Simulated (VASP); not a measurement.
# GaReSi (P4/nmm) in VASP: single point with PBE+D3(BJ)

Aim: the single point of GaReSi with PBE+D3(BJ).

Program: VASP 6.6.1. These are calculated values, not measurements. Logs are shortened: lines on timing, memory, paths and dates and some standing lists are left out, and cuts for length are marked.

### Step 1. The cell of the first run

Symmetry: P4/nmm, No. 129, tetragonal system. Conventional cell: a = 3.179 Å, b = 3.179 Å, c = 8.034 Å, α = 90.00°, β = 90.00°, γ = 90.00°. Ga (site symmetry 4mm) is surrounded by 4 Ga at 2.63 Å and 1 Si at 2.65 Å and 5 Re at 2.69 to 2.86 Å. Around Si (site symmetry 4mm) lie 5 Re at 2.52 to 2.53 Å and 4 Si at 2.62 Å and 1 Ga at 2.65 Å. Re (site symmetry 4mm) is surrounded by 5 Si at 2.52 to 2.53 Å and 5 Ga at 2.69 to 2.86 Å.

### Step 2. Single point, PBE+D3(BJ) (relaxed again under DFT PBE+D3(BJ), scalar-relativistic, plane waves, PAW)

The input, INCAR:

```
SYSTEM = GaReSi
PREC = Accurate
ENCUT = 520
EDIFF = 1E-7
ISMEAR = 0
SIGMA = 0.01
LREAL = .FALSE.
LASPH = .TRUE.
NELM = 100
ALGO = Fast
ISIF = 2
LWAVE = .FALSE.
LCHARG = .FALSE.
GGA = PE
IVDW = 12
NBANDS = 33
```

The input, KPOINTS:

```
Automatic mesh
0
G
  12 12 6
  0 0 0
```

The input, POSCAR:

```
GaReSi
1.0
    3.1785980501      0.0000000000      0.0000000000
    0.0000000000      3.1785980501      0.0000000000
    0.0000000000      0.0000000000      8.0336699946
Ga Si Re
2 2 2
Direct
    0.5000000000      0.0000000000      0.9144695330
    0.0000000000      0.5000000000      0.0855304670
    0.0000000000      0.5000000000      0.4156945303
    0.5000000000      0.0000000000      0.5843054697
    0.0000000000      0.5000000000      0.7298818091
    0.5000000000      0.0000000000      0.2701181909
```

Potentials or basis: VASP PAW PBE potentials, release 64 (Ga_d, Si, Re).

Launch:

```
cat potpaw_PBE.64/Ga_d/POTCAR potpaw_PBE.64/Si/POTCAR potpaw_PBE.64/Re/POTCAR > POTCAR
mpirun -np 1 vasp_std > vasp.out
```

OUTCAR:

```text
SYSTEM = GaReSi
   PREC = Accurate
   ENCUT = 520
   EDIFF = 1E-7
   ISMEAR = 0
   LREAL = .FALSE.
   LASPH = .TRUE.
   NELM = 100
   ISIF = 2
   GGA = PE
   IVDW = 12
 IVDW          = 12

 ion  position               nearest neighbor table
   1  0.500  0.000  0.914-   2 2.63   2 2.63   2 2.63   2 2.63   4 2.65   5 2.69   5 2.69   5 2.69
                             5 2.69   6 2.86
   2  0.000  0.500  0.086-   1 2.63   1 2.63   1 2.63   1 2.63   3 2.65   6 2.69   6 2.69   6 2.69
                             6 2.69   5 2.86
   3  0.000  0.500  0.416-   5 2.52   6 2.53   6 2.53   6 2.53   6 2.53   4 2.62   4 2.62   4 2.62
                             4 2.62   2 2.65
   4  0.500  0.000  0.584-   6 2.52   5 2.53   5 2.53   5 2.53   5 2.53   3 2.62   3 2.62   3 2.62
                             3 2.62   1 2.65
   5  0.000  0.500  0.730-   3 2.52   4 2.53   4 2.53   4 2.53   4 2.53   1 2.69   1 2.69   1 2.69
                             1 2.69   2 2.86
   6  0.500  0.000  0.270-   4 2.52   3 2.53   3 2.53   3 2.53   3 2.53   2 2.69   2 2.69   2 2.69
                             2 2.69   1 2.86

  LATTYP: Found a simple tetragonal cell.
 ALAT       =     3.1785980501
 C/A-ratio  =     2.5274255719

  Lattice vectors:

 A1 = (   3.1785980501,   0.0000000000,   0.0000000000)
 A2 = (   0.0000000000,   3.1785980501,   0.0000000000)
 A3 = (   0.0000000000,   0.0000000000,   8.0336699946)

Analysis of symmetry for initial positions (statically):
=====================================================================
 Subroutine PRICEL returns:
 Original cell was already a primitive cell.

 Routine SETGRP: Setting up the symmetry group for a
 simple tetragonal supercell.

 Subroutine GETGRP returns: Found 16 space group operations
 (whereof  8 operations were pure point group operations)
 out of a pool of 16 trial point group operations.

The static configuration has the point symmetry D_2d.
 The point group associated with its full space group is D_4h.

Analysis of symmetry for dynamics (positions and initial velocities):
=====================================================================
 Subroutine PRICEL returns:
 Original cell was already a primitive cell.

 Routine SETGRP: Setting up the symmetry group for a
 simple tetragonal supercell.

 Subroutine GETGRP returns: Found 16 space group operations
 (whereof  8 operations were pure point group operations)
 out of a pool of 16 trial point group operations.

The dynamic configuration has the point symmetry D_2d.
 The point group associated with its full space group is D_4h.

 Subroutine INISYM returns: Found 16 space group operations
 (whereof  8 operations are pure point group operations),
 and found     1 'primitive' translations

----------------------------------------------------------------------------------------

                                     Primitive cell

  volume of cell :      81.1681

  direct lattice vectors                    reciprocal lattice vectors
     3.178598050  0.000000000  0.000000000     0.314604107  0.000000000  0.000000000
     0.000000000  3.178598050  0.000000000     0.000000000  0.314604107  0.000000000
     0.000000000  0.000000000  8.033669995     0.000000000  0.000000000  0.124476111

  length of vectors
     3.178598050  3.178598050  8.033669995     0.314604107  0.314604107  0.124476111

  position of ions in fractional coordinates (direct lattice)
     0.500000000  0.000000000  0.914469533
     0.000000000  0.500000000  0.085530467
     0.000000000  0.500000000  0.415694530
     0.500000000  0.000000000  0.584305470
     0.000000000  0.500000000  0.729881809
     0.500000000  0.000000000  0.270118191

  ion indices of the primitive-cell ions
   primitive index   ion index
                 1           1
                 2           2
                 3           3
                 4           4
                 5           5
                 6           6

----------------------------------------------------------------------------------------

 KPOINTS: Automatic mesh

Automatic generation of k-mesh.
 Grid dimensions read from file:
 generate k-points for:   12   12    6

 Generating k-lattice:

  Cartesian coordinates                     Fractional coordinates (reciprocal lattice)
     0.026217009  0.000000000  0.000000000     0.083333333  0.000000000  0.000000000
     0.000000000  0.026217009  0.000000000     0.000000000  0.083333333  0.000000000
     0.000000000  0.000000000  0.020746019     0.000000000  0.000000000  0.166666667

  Length of vectors
     0.026217009  0.026217009  0.020746019

  Shift w.r.t. Gamma in fractional coordinates (k-lattice)
     0.000000000  0.000000000  0.000000000

 Subroutine IBZKPT returns following result:
 ===========================================

 Found    112 irreducible k-points:

 Following reciprocal coordinates:
            Coordinates               Weight
  0.000000  0.000000  0.000000      1.000000
  0.083333  0.000000  0.000000      4.000000
  0.166667  0.000000  0.000000      4.000000
  0.250000  0.000000  0.000000      4.000000
  0.333333  0.000000  0.000000      4.000000
  0.416667  0.000000  0.000000      4.000000
[... 16 lines left out ...]
  0.333333  0.333333  0.000000      4.000000
  0.416667  0.333333  0.000000      8.000000
 [... further k-points ...]
   k-points           NKPTS =    112   k-points in BZ     NKDIM =    112   number of bands    NBANDS=     33
   number of dos      NEDOS =    301   number of ions     NIONS =      6
   total plane-waves  NPLWV =  34560
   dimension x,y,z NGX =    24 NGY =   24 NGZ =   60
   dimension x,y,z NGXF=    48 NGYF=   48 NGZF=  120
   ions per type =               2   2   2
   NGX,Y,Z   is equivalent  to a cutoff of  12.55, 12.55, 12.42 a.u.
   NGXF,Y,Z  is equivalent  to a cutoff of  25.10, 25.10, 24.83 a.u.
 SYSTEM =  GaReSi
   PREC   = accura    normal or accurate (medium, high low for compatibility)
   ISTART =      0    job   : 0-new  1-cont  2-samecut
   ICHARG =      2    charge: 1-file 2-atom 10-const
   ISPIN  =      1    spin polarized calculation?
   LNONCOLLINEAR =      F non collinear calculations
   LSORBIT =      F    spin-orbit coupling
   LASPH  =      T    aspherical Exc in radial PAW
   ENCUT  =  520.0 eV  38.22 Ry    6.18 a.u.   5.91  5.91 14.94*2*pi/ulx,y,z
   NELM   =    100;   NELMIN=  2; NELMDL= -5     # of ELM steps
   EDIFF  = 0.1E-06   stopping-criterion for ELM
   LREAL  =      F    real-space projection
   EDIFFG = 0.1E-05   stopping-criterion for IOM
   NSW    =      0    number of steps for IOM
   IBRION =     -1    ionic relax: 0-MD 1-quasi-New 2-CG
   NFREE  =      0    steps in history (QN), initial steepest desc. (CG)
   ISIF   =      2    stress and relaxation
   ISYM   =      2    0-nonsym 1-usesym 2-fastsym
   POTIM  = 0.5000    time-step for ionic-motion
   TEBEG  =    0.0;   TEEND  =   0.0 temperature during run
   PSTRESS=    0.0 pullay stress
   NELECT =      48.0000    total number of electrons
   NUPDOWN=      -1.0000    fix difference up-down
   EMIN   =  10.00;   EMAX   =-10.00  energy-range for DOS
   EFERMI =   0.00;   METHOD = LEGACY
   ISMEAR =     0;   SIGMA  =   0.01  broadening in eV -4-tet -1-fermi 0-gaus
   EFERMI_NEDOS =   21; number of points for ismear=-14 and -15
   IALGO  =     68    algorithm
   IMIX   =      4    mixing-type and parameters
     AMIX     =   0.40;   BMIX     =  1.00
     AMIX_MAG =   1.60;   BMIX_MAG =  1.00
  volume/ion in A,a.u.               =      13.53        91.29
  Fermi-wavevector in a.u.,A,eV,Ry     =   1.374127  2.596723 25.690857  1.888225
  Thomas-Fermi vector in A             =   2.499582
   LORBIT       =      0    0 simple, 1 ext, 2 COOP (PROOUT), +10 PAW based schemes
   GGA     = PE    functional components
   LHFCALC =     F    Hartree Fock is set to
   AEXX    =    0.0000 exact exchange contribution
   IVDW    =    12    specifies the selected vdW correction
   LEPSILON=     F    determine dielectric tensor
   LRPA    =     F    only Hartree local field effects (RPA)
 non-spin polarized calculation
 RMM-DIIS sequential band-by-band and
 Gauss-broadening in eV      SIGMA  =   0.01
  energy-cutoff  :      520.00
  volume of cell :       81.17
 maximum number of plane-waves:      2220
 NGX is ok and might be reduce to    24
   NGX = 11   NGY = 11   NGZ = 29

 number of electron      47.9999990 magnetization

 Free energy of the ion-electron system (eV)
  ---------------------------------------------------
  ext. energy  EPLUGINS =         0.00000000
  ---------------------------------------------------
  free energy    TOTEN  =       -43.23100602 eV

  energy without entropy =      -43.23100602  energy(sigma->0) =      -43.23100602

 E-fermi :   9.6629     XC(G=0): -12.8223

 val. band max:        9.6026243179   @ k =   0.0000   0.0000   0.5000
 cond. band min:       9.7884110813   @ k =   0.2500   0.0000   0.0000
 fundamental gap:      0.1857867634
 Fermi energy:         9.6629238302

 k-point     1 :       0.0000    0.0000    0.0000
  band No.  band energies     occupation
      1      -5.6654      2.00000
      2      -5.5778      2.00000
      3      -5.5180      2.00000
      4      -5.4617      2.00000
      5      -5.4617      2.00000
      6      -5.3154      2.00000
[... 25 lines left out ...]
     32      15.7267      0.00000
     33      15.9017      0.00000

 k-point     2 :       0.0833    0.0000    0.0000
  band No.  band energies     occupation
      1      -5.6561      2.00000
      2      -5.5730      2.00000
      3      -5.5261      2.00000
      4      -5.4696      2.00000
      5      -5.4585      2.00000
      6      -5.3424      2.00000
[... 25 lines left out ...]
     32      15.7635      0.00000
     33      15.9518      0.00000
[... 754 lines left out ...]
     32      13.8661      0.00000
     33      14.4369      0.00000

 k-point    24 :       0.4167    0.3333    0.0000
  band No.  band energies     occupation
      1      -5.6354      2.00000
      2      -5.5825      2.00000
      3      -5.5211      2.00000
      4      -5.4477      2.00000
      5      -5.4059      2.00000
      6      -5.3429      2.00000
[... 25 lines left out ...]
     32      14.2644      0.00000
     33      14.9324      0.00000

 [... further k-points ...]

------------------------ aborting loop because EDIFF is reached ----------------------------------------

 Edisp (eV)   -3.17111

 E8    (eV) :    -1.4720

  FORCE on cell =-STRESS in cart. coord.  units (eV):
  Direction    XX          YY          ZZ          XY          YZ          ZX
  --------------------------------------------------------------------------------------
  -------------------------------------------------------------------------------------
  Total       0.20499     0.20499     0.19477     0.00000     0.00000     0.00000
  in kB       4.04635     4.04635     3.84449     0.00000     0.00000     0.00000
  external pressure =        3.98 kB  Pullay stress =        0.00 kB

 VOLUME and BASIS-vectors are now :
 -----------------------------------------------------------------------------
  energy-cutoff  :      520.00
  volume of cell :       81.17
      direct lattice vectors                 reciprocal lattice vectors
     3.178598050  0.000000000  0.000000000     0.314604107  0.000000000  0.000000000
     0.000000000  3.178598050  0.000000000     0.000000000  0.314604107  0.000000000
     0.000000000  0.000000000  8.033669995     0.000000000  0.000000000  0.124476111

 POSITION                                       TOTAL-FORCE (eV/Angst)
 -----------------------------------------------------------------------------------
      1.58930      0.00000      7.34655         0.000000     -0.000000      0.007864
      0.00000      1.58930      0.68712        -0.000000     -0.000000     -0.007864
      0.00000      1.58930      3.33955        -0.000000     -0.000000      0.016702
      1.58930      0.00000      4.69412        -0.000000      0.000000     -0.016702
      0.00000      1.58930      5.86363        -0.000000     -0.000000     -0.002501
      1.58930      0.00000      2.17004         0.000000     -0.000000      0.002501
 -----------------------------------------------------------------------------------
    total drift:                                0.000000      0.000000     -0.000000

  FREE ENERGIE OF THE ION-ELECTRON SYSTEM (eV)
  ---------------------------------------------------
  free  energy   TOTEN  =       -46.4021114040 eV

  energy  without entropy=      -46.4021114040  energy(sigma->0) =      -46.40211140
```

Wall time 9.3 min (1 thread of Intel Xeon Platinum 8259CL at 2.50GHz (Skylake/Cascade Lake), shared host); peak memory 0.4 GiB.

Results:

| Property | Result |
| --- | --- |
| Free energy | -46.4021 eV |
| Pressure | 0.4 GPa |
| Largest force | 0.017 eV/Å |
| Band gap on the k mesh | 0.19 eV, indirect (least direct gap 0.88 eV) |
| Dispersion energy per atom | -0.529 eV |

Forces in eV/Å, atoms in the order of the input:
```
Ga   0.000  0.000  0.008
Ga   0.000  0.000 -0.008
Si   0.000  0.000  0.017
Si   0.000  0.000 -0.017
Re   0.000  0.000 -0.003
Re   0.000  0.000  0.003
```

Levels at points of the mesh, in eV from the valence-band top:
```csv
k point,band 20,band 21,band 22,band 23,band 24,band 25,band 26,band 27,band 28,band 29
"(0.00, 0.00, 0.00)",-2.19,-0.95,-0.95,-0.11,0.00,0.88,0.88,3.29,4.14,4.45
"(0.50, 0.00, 0.00)",-2.79,-2.46,-2.46,-0.89,-0.89,1.55,1.55,2.95,2.95,4.80
"(0.50, 0.50, 0.00)",-3.36,-3.30,-3.30,-0.94,-0.94,1.83,1.83,2.36,2.36,3.54
"(0.00, 0.00, 0.50)",-2.06,-1.45,-1.45,-0.11,0.00,1.80,2.37,2.37,2.63,2.63
"(0.50, 0.00, 0.50)",-2.94,-2.81,-2.81,-0.82,-0.82,1.72,1.72,3.65,3.65,4.71
"(0.50, 0.50, 0.50)",-2.49,-1.77,-1.77,-1.59,-1.59,0.55,0.55,1.83,1.83,3.32
```

Caveat: spin-orbit coupling is left out, which moves the levels of the heavy elements. A k mesh can miss the band edges.
